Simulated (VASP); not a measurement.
Energy against volume of Dy (hcp). Level of theory: revTPSS meta-GGA, VASP's PBE PAW potentials (set 64) (plane waves; VASP 6.6.1). Run with 520 eV cut-off, 12×12×7 Γ-centred mesh, first-order Methfessel-Paxton smearing of 0.10 eV, potentials Dy_3.

The 4f electrons are frozen in the core of the lanthanide potential, so 4f levels, which can set the real gap, and their magnetism are missing.

Shape and ions are relaxed at each volume.

```
V (Å³/atom)  E (eV/atom)
-----------  -----------
29.638          27.43334
30.554          27.43020
31.471          27.43432
32.388          27.44457
```

Fit these four points and predict the energy of the run at 28.721 Å³/atom.

A cubic in V^(−2/3), the third-order Birch-Murnaghan form, passes through the four points with V0 = 30.47 Å³/atom and B0 = 43 GPa, and gives 27.4451 eV/atom there. The run gave 27.4446 eV/atom, -0.5 meV/atom from the fit; all five points give B0 = 42 GPa.

The compound is Dy in the hcp structure. It was relaxed first.
